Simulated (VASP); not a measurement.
Crystal: Au.

```xyz
1
Lattice="0.0000 2.0395 2.0395 2.0395 0.0000 2.0395 2.0395 2.0395 0.0000" Properties=species:S:1:pos:R:3 pbc="T T T"
Au    0.0000    0.0000    0.0000
```

Program: VASP 6.6.1. Alike in all runs: task optical spectrum; no spin polarisation; cell as given; cutoff (eV) 520; smearing fermi-dirac 0.05 eV.

Order these runs on this cell by their pressure, lowest first.
A. level PBE; potentials or basis VASP PAW PBE potentials, release 64 (Au); k mesh 28 × 28 × 28
B. level PBEsol; potentials or basis VASP PAW PBE potentials, release 64 (Au); k mesh 20 × 20 × 20
C. level LDA; potentials or basis VASP PAW LDA potentials, release 64 (Au); k mesh 20 × 20 × 20

C (-3.7 GPa), B (0.3 GPa), A (9.2 GPa).

Caveats: independent-particle spectra lack excitons; the intraband (Drude) part of a metal's response may be missing; the PAW data sets were made with another functional, which shifts forces and pressure a little (some runs).
